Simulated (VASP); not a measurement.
Method: vdW-DF-cx, VASP's PBE PAW potentials (set 64) (plane waves; VASP).

The input files of a VASP run:

INCAR:
```
SYSTEM = Ni3Si
PREC = Accurate
ENCUT = 520
EDIFF = 1E-7
NELM = 100
ALGO = Normal
LREAL = .FALSE.
LASPH = .TRUE.
ISMEAR = -5
GGA = CX
LUSE_VDW = .TRUE.
AGGAC = 0.0
LMAXMIX = 4
LWAVE = .FALSE.
LCHARG = .TRUE.
LORBIT = 11
NEDOS = 601
ISIF = 2
LEFG = .TRUE.
```

### KPOINTS
```
kpoints
0
gamma
 10 10 10
```

**POSCAR**
```
Ni3Si
3.4725250
  0.9999999905   0.0000000000   0.0000000000
  0.0000000000   0.9999999905   0.0000000000
  0.0000000000   0.0000000000   0.9999999905
Si Ni
1 3
direct
  0.0000000000   0.0000000000   0.0000000000
  0.0000000000   0.5000000000   0.5000000000
  0.5000000000   0.0000000000   0.5000000000
  0.5000000000   0.5000000000   0.0000000000
```

POTCAR, in this order: Si Ni (PBE.64 set). Program: vasp_std.

Question: What will the output report for the number of irreducible k-points (NKPTS), largest plane-wave count, number of space-group operations, FFT grid (NGX, NGY, NGZ)?

Answer: 
```
Item                                           Value
--------------------------------------  ------------
number of irreducible k-points (NKPTS)            56
largest plane-wave count                        1141
number of space-group operations                  48
FFT grid (NGX, NGY, NGZ)                28 × 28 × 28
```

The compound is Ni3Si in the L1_2 structure. It was relaxed first. The run is not spin-polarised, so no magnetic state was tried.
